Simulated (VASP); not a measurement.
Computed with rev-vdW-DF2, VASP's PBE PAW potentials (set 64) (plane waves; VASP).

VASP input:

### INCAR
```
SYSTEM = Ti
PREC = Accurate; ENCUT = 520; LREAL = .False.
LASPH = .True.
EDIFF = 1E-7; NELM = 100; ALGO = Normal
LMAXMIX = 4
ISMEAR = 1; SIGMA = 0.1
GGA = MK; LUSE_VDW = .True.; AGGAC = 0.0
PARAM1 = 0.1234568; PARAM2 = 0.7114; ZAB_VDW = -1.8867
IBRION = 2; NSW = 30; ISIF = 4
EDIFFG = -0.01
LWAVE = .False.; LCHARG = .False.
```

**KPOINTS**
```
Automatic mesh
0
Gamma
14 14 8
0 0 0
```

**POSCAR**
```
Ti
1.0
  1.4262267724  -2.4702972883   0.0000000000
  1.4262267724   2.4702972883   0.0000000000
  0.0000000000   0.0000000000   4.5226390327
Ti
2
Direct
  0.3333330000   0.6666670000   0.2500000000
  0.6666670000   0.3333330000   0.7500000000
```

POTCAR, in this order: Ti_sv (PBE.64 set). Program: vasp_std.

The resulting files:

File OSZICAR:
```
       N       E                     dE             d eps       ncg     rms          rms(c)
DAV:   1     0.254029636857E+03    0.25403E+03   -0.13678E+04  3848   0.191E+03
DAV:   2     0.165062708790E+02   -0.23752E+03   -0.23608E+03  3952   0.495E+02
DAV:   3    -0.111945379830E+02   -0.27701E+02   -0.27480E+02  7600   0.137E+02
DAV:   4    -0.122317809258E+02   -0.10372E+01   -0.10372E+01  3912   0.285E+01
DAV:   5    -0.122876007014E+02   -0.55820E-01   -0.55820E-01  6280   0.453E+00    0.130E+01
DAV:   6    -0.105283983518E+02    0.17592E+01   -0.63429E+00  4520   0.304E+01    0.359E+00
DAV:   7    -0.105165201601E+02    0.11878E-01   -0.78251E-01  5792   0.784E+00    0.206E+00
DAV:   8    -0.105486837596E+02   -0.32164E-01   -0.22869E-01  4384   0.647E+00    0.753E-01
DAV:   9    -0.105395828003E+02    0.91010E-02   -0.48620E-02  4512   0.274E+00    0.659E-02
DAV:  10    -0.105399039471E+02   -0.32115E-03   -0.29729E-03  6088   0.440E-01    0.854E-02
DAV:  11    -0.105399051284E+02   -0.11813E-05   -0.17024E-04  5000   0.136E-01    0.322E-02
DAV:  12    -0.105398904399E+02    0.14688E-04   -0.35094E-05  4680   0.574E-02    0.215E-03
DAV:  13    -0.105398920138E+02   -0.15739E-05   -0.94920E-07  4784   0.837E-03    0.214E-03
DAV:  14    -0.105398931874E+02   -0.11736E-05   -0.27439E-07  4240   0.454E-03    0.360E-04
DAV:  15    -0.105398931088E+02    0.78555E-07   -0.23367E-08  2448   0.126E-03
   1 F= -.10539893E+02 E0= -.10540525E+02  d E =-.105399E+02
```

File OUTCAR:
```
------------------------ aborting loop because EDIFF is reached ----------------------------------------
  FORCE on cell =-STRESS in cart. coord.  units (eV):
  Direction    XX          YY          ZZ          XY          YZ          ZX
  --------------------------------------------------------------------------------------
  Total        1.5854343      1.5854344      1.5688285      0.0000000      0.0000000      0.0000000
  in kB       79.7074862     79.7074898     78.8726294      0.0000000      0.0000000      0.0000000
  external PRESSURE =      79.4292018 kB  Pullay stress =       0.0000000 kB
  volume of cell :       31.87
      direct lattice vectors                 reciprocal lattice vectors
     1.426226772 -2.470297288  0.000000000     0.350575385 -0.202404788  0.000000000
     1.426226772  2.470297288  0.000000000     0.350575385  0.202404788  0.000000000
     0.000000000  0.000000000  4.522639033     0.000000000  0.000000000  0.221109842
 POSITION                                       TOTAL-FORCE (eV/Angst)
 -----------------------------------------------------------------------------------
      1.42623      0.82343      1.13066         0.000000     -0.000000      0.000000
      1.42623     -0.82343      3.39198        -0.000000      0.000000      0.000000
 -----------------------------------------------------------------------------------
    total drift:                               -0.000000      0.001044     -0.000020
  FREE ENERGIE OF THE ION-ELECTRON SYSTEM (eV)
  ---------------------------------------------------
  free  energy   TOTEN  =       -10.5398931088 eV

  energy  without entropy=      -10.5417900529  energy(sigma->0) =      -10.54052542

 reached required accuracy - stopping structural energy minimisation
```
(Selected blocks of OUTCAR.)

The compound is Ti in the hcp structure. This cell is one point of a volume scan, at 0.94 of the reference volume.
